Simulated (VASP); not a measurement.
VASP input:

File KPOINTS:
```
kpoints
0
gamma
 6 6 6
0 0 0
```

### POSCAR
```
KTaO3
1
    3.8681095543    -0.0000000000    -0.0000000000
    0.0000000000     3.8681095543    -0.0000000000
    0.0000000000     0.0000000000     3.8681095543
K Ta O
1 1 3
Direct
  0.0000000000   0.0000000000   0.0000000000
  0.5000000000   0.5000000000   0.5000000000
  0.5000000000   0.0000000000   0.5000000000
  0.0000000000   0.5000000000   0.5000000000
  0.5000000000   0.5000000000   0.0000000000
```

### INCAR
```
GGA = PE   # PBE
LCHARG = .FALSE.
EDIFF = 1E-6   # SCF stop (eV)
LMAXMIX = 6   # l cut-off of mixed one-centre charges
LREAL = .FALSE.   # projection in real space or not
IBRION = 2
SIGMA = 0.05
SYSTEM = KTaO3
LASPH = .TRUE.   # aspherical one-centre terms
EDIFFG = -0.02
NSW = 40
ISIF = 3   # ions, shape and volume
NELM = 100   # most electronic steps
ISMEAR = 0   # Gaussian
PSTRESS = 300   # kbar
LWAVE = .FALSE.
ALGO = Normal   # blocked Davidson
ENCUT = 620   # plane-wave cut-off (eV)
PREC = Accurate
```

POTCAR, in this order: K_sv Ta_pv O (PBE.64 set). Program: vasp_std.

Q: Translate this PBE calculation to Quantum ESPRESSO's pw.x.

A: One equivalent input (not run):
```
&CONTROL
  calculation = 'vc-relax'
  pseudo_dir = './pseudo'
  outdir = './out'
  tprnfor = .true.
  tstress = .true.
  nstep = 40
  forc_conv_thr = 0.00078
/
&SYSTEM
  ibrav = 0
  nat = 5
  ntyp = 3
  ecutwfc = 84
  occupations = 'smearing'
  smearing = 'gaussian'
  degauss = 0.003675
  input_dft = 'pbe'
/
&ELECTRONS
  conv_thr = 7.3e-08
  electron_maxstep = 100
/
&IONS
/
&CELL
  press = 300
/
ATOMIC_SPECIES
  K 39.098 K.upf
  Ta 180.948 Ta.upf
  O 15.999 O.upf
CELL_PARAMETERS angstrom
     3.8681096   -0.0000000   -0.0000000
     0.0000000    3.8681096   -0.0000000
     0.0000000    0.0000000    3.8681096
ATOMIC_POSITIONS crystal
  K    0.0000000  0.0000000  0.0000000
  Ta   0.5000000  0.5000000  0.5000000
  O    0.5000000  0.0000000  0.5000000
  O    0.0000000  0.5000000  0.5000000
  O    0.5000000  0.5000000  0.0000000
K_POINTS automatic
  6 6 6 0 0 0
```
What does not carry over: the potentials are each code's own (VASP's PAW set, PseudoDojo norm-conserving files in pw.x), so ENCUT and ecutwfc are chosen apart and not converted; conv_thr bounds pw.x's estimated SCF error, while EDIFF bounds the energy change between steps; forc_conv_thr acts on force components and is met together with etot_conv_thr.

The compound is KTaO3 in the cubic perovskite structure. It was relaxed first under an external pressure of 30 GPa.
